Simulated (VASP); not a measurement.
```xyz
2
Lattice="1.6923 -2.9312 0.0000 1.6923 2.9312 0.0000 0.0000 0.0000 5.4954" Properties=species:S:1:pos:R:3 pbc="T T T"
Tl     1.6923     0.9771     1.3738
Tl     1.6923    -0.9771     4.1215
```

Method: LDA (Ceperley-Alder, Perdew-Zunger), VASP's LDA PAW potentials (set 64) (plane waves; VASP). Numerical set-up: 520 eV cut-off, 11×11×6 Γ-centred mesh, first-order Methfessel-Paxton smearing of 0.10 eV, potentials Tl_d.

Unless said otherwise, spin-orbit coupling is left out, though it shifts the bands of the heavy elements here.

Problem. Estimate the energy per atom (σ→0), band gap (on the k-mesh) with the smallest direct gap where there is one.

Solution. 
- band gap (on the k-mesh) = none (metal, semimetal or under 0.01 eV)
- energy per atom (σ→0) = -283.4 kJ/mol of atoms

Total energies compare only between runs with the same potentials, cut-off and functional.

The compound is Tl in the hcp structure. It was relaxed first. The start is the result of an earlier pass.
